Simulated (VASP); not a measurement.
A run of VASP 6.6.1:

File POSCAR:

```
Hf3SnS4
1.0
    3.6112710000      0.0000000000      0.0000000000
   -1.8056350000      3.1274520000      0.0000000000
    0.0000000000      0.0000000000     17.4954300000
Hf Sn S
3 1 4
Direct
    0.6666670000      0.3333330000      0.0007190000
    0.3333330000      0.6666670000      0.3735390000
    0.3333330000      0.6666670000      0.6256300000
    0.0000000000      0.0000000000      0.4996010000
    0.0000000000      0.0000000000      0.9171600000
    0.3333330000      0.6666670000      0.0841890000
    0.6666670000      0.3333330000      0.2946190000
    0.6666670000      0.3333330000      0.7045710000
```

Contents of INCAR.step1:

```
SYSTEM = Hf3SnS4
PREC = Accurate
ENCUT = 520
EDIFF = 1E-6
ISMEAR = 0
SIGMA = 0.1
LREAL = .FALSE.
LASPH = .TRUE.
NELM = 60
ALGO = Fast
ISIF = 2
LWAVE = .FALSE.
LCHARG = .TRUE.
MAGMOM = 0 0 0 0 0 0 0 0 0 0 0 0 0 0 0 0 0 0 0 0 0 0 0 0
LORBIT = 11
LSORBIT = .TRUE.
GGA_COMPAT = .FALSE.
LMAXMIX = 4
GGA = PE
NBANDS = 86
KPAR = 8
```

The input KPOINTS.step1:

```
regular mesh
0
G
  8 8 2
  0 0 0
```

The input INCAR.step2:

```
SYSTEM = Hf3SnS4
PREC = Accurate
ENCUT = 520
EDIFF = 1E-6
ISMEAR = 0
SIGMA = 0.05
LREAL = .FALSE.
LASPH = .TRUE.
NELM = 60
ALGO = Fast
ISIF = 2
LWAVE = .FALSE.
LCHARG = .FALSE.
MAGMOM = 0 0 0 0 0 0 0 0 0 0 0 0 0 0 0 0 0 0 0 0 0 0 0 0
LORBIT = 11
LSORBIT = .TRUE.
GGA_COMPAT = .FALSE.
LMAXMIX = 4
GGA = PE
NBANDS = 86
KPAR = 8
ICHARG = 11
```

The input KPOINTS.step2:

```
path GMKGALHA,LM,KH
15
line-mode
reciprocal
 0.0000000000  0.0000000000  0.0000000000  G
 0.5000000000  0.0000000000  0.0000000000  M

 0.5000000000  0.0000000000  0.0000000000  M
 0.3333333333  0.3333333333  0.0000000000  K

 0.3333333333  0.3333333333  0.0000000000  K
 0.0000000000  0.0000000000  0.0000000000  G

 0.0000000000  0.0000000000  0.0000000000  G
 0.0000000000  0.0000000000  0.5000000000  A

 0.0000000000  0.0000000000  0.5000000000  A
 0.5000000000  0.0000000000  0.5000000000  L

 0.5000000000  0.0000000000  0.5000000000  L
 0.3333333333  0.3333333333  0.5000000000  H

 0.3333333333  0.3333333333  0.5000000000  H
 0.0000000000  0.0000000000  0.5000000000  A

 0.5000000000  0.0000000000  0.5000000000  L
 0.5000000000  0.0000000000  0.0000000000  M

 0.3333333333  0.3333333333  0.0000000000  K
 0.3333333333  0.3333333333  0.5000000000  H
```

Potentials or basis: VASP PAW PBE potentials, release 64 (Hf_pv, Sn_d, S).

Run with:

```sh
$ cat potpaw_PBE.64/Hf_pv/POTCAR potpaw_PBE.64/Sn_d/POTCAR potpaw_PBE.64/S/POTCAR > POTCAR
$ cp INCAR.step1 INCAR
$ cp KPOINTS.step1 KPOINTS
$ mpirun -np 8 vasp_ncl > vasp.out
$ cp INCAR.step2 INCAR
$ cp KPOINTS.step2 KPOINTS
$ mpirun -np 8 vasp_ncl > vasp.out
```

Hardware: 8 MPI ranks on Intel(R) Xeon(R) 6975P-C (Granite Rapids), on a shared host.

Q: Estimate the wall time of this run.

A: It took 15 min on 8 MPI ranks on Intel(R) Xeon(R) 6975P-C (Granite Rapids), on a shared host, peak memory 2.8 GiB a rank. Counts: scf iterations 13, k points 135.
